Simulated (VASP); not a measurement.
Runs of VASP 6.6.1 on MgO. The structure is cubic, space group Fm-3m (No. 225). The conventional cell has a = 4.194 Å, b = 4.194 Å, c = 4.194 Å, α = 90.00°, β = 90.00°, γ = 90.00°. Mg (site symmetry m-3m) has 6 O at 2.10 Å as nearest neighbours. O (site symmetry m-3m) has 6 Mg at 2.10 Å as nearest neighbours. The cell is a database's computed one.

```csv
task,level,potentials or basis,k mesh,cutoff (eV),further INCAR settings,mesh quality,gap on the mesh (eV),pressure (GPa)
band structure,r2SCAN,"VASP PAW PBE potentials, release 64 (Mg, O)",10 × 10 × 10,520,ALGO = Normal; EDIFF = 1e-07,not flagged,5.74,(b)
single point,PBE,"VASP PAW PBE potentials, release 64 (Mg, O)",3 × 3 × 3,520,ALGO = Fast; EDIFF = 1e-07,coarse,(a),6.7
band structure,TB-mBJ,"VASP PAW PBE potentials, release 64 (Mg, O)",10 × 10 × 10,520,ALGO = Normal; EDIFF = 1e-07,not flagged,6.90,-
band structure,PBE,"VASP PAW PBE potentials, release 64 (Mg_GW, O_GW)",10 × 10 × 10,450,ALGO = Fast; EDIFF = 1e-07,not flagged,4.85,-
band structure,LDA,"VASP PAW LDA potentials, release 64 (Mg, O)",10 × 10 × 10,520,ALGO = Fast; EDIFF = 1e-07,not flagged,4.78,-
band structure,PBE,"VASP PAW PBE potentials, release 64 (Mg, O)",10 × 10 × 10,520,ALGO = Fast; EDIFF = 1e-07,not flagged,4.85,-
dielectric tensor,PBE,"VASP PAW PBE potentials, release 64 (Mg, O)",10 × 10 × 10,520,ALGO = Fast; EDIFF = 1e-08,not flagged,4.85,-
```

Alike in all rows: no spin polarisation; cell as given; smearing gaussian 0.02 eV.

Problem. Estimate the missing entries.

Solution. (a) 4.81; (b) 0.1.

Caveats: some runs use coarse meshes; the PAW data sets were made with another functional, which shifts forces and pressure a little (some runs); the cutoff is under 1.25 times the usual one of these potentials, so pressure, stress and relaxed cells hold a basis-set (Pulay) error (some runs).

